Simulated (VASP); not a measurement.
Input of a VASP 6.6.1 run:

File INCAR:

```
ALGO = Fast
EDIFF = 1E-7
EDIFFG = -0.005
ENCUT = 600
GGA = RP
IBRION = 2
ISIF = 3
ISMEAR = 0
LASPH = True
LCHARG = False
LREAL = False
LWAVE = False
NELM = 60
NSW = 90
PREC = Accurate
SIGMA = 0.1
```

KPOINTS

```
k-points
0
Gamma
  18 18 8
```

Contents of POSCAR:

```
Cd
1.0
    2.9584748200      0.0000000000      0.0000000000
   -1.4792374100      2.5621143500      0.0000000000
    0.0000000000      0.0000000000      5.8859279300
Cd
2
Direct
    0.3333333300      0.6666666700      0.2500000000
    0.6666666700      0.3333333300      0.7500000000
```

Potentials or basis: VASP PAW PBE potentials, release 64 (Cd).

Command:

```bash
$ cat potpaw_PBE.64/Cd/POTCAR > POTCAR
$ mpirun -np 1 vasp_std > vasp.out
```

(1) What does it give for the space group after relaxing (to 0.05 Å)?

(2) Estimate the relaxed volume.

Answers

(1) P6_3/mmc (No. 194).

(2) 24.37 Å³/atom.

Caveat: the PAW data sets were made with another functional, which shifts forces and pressure a little.
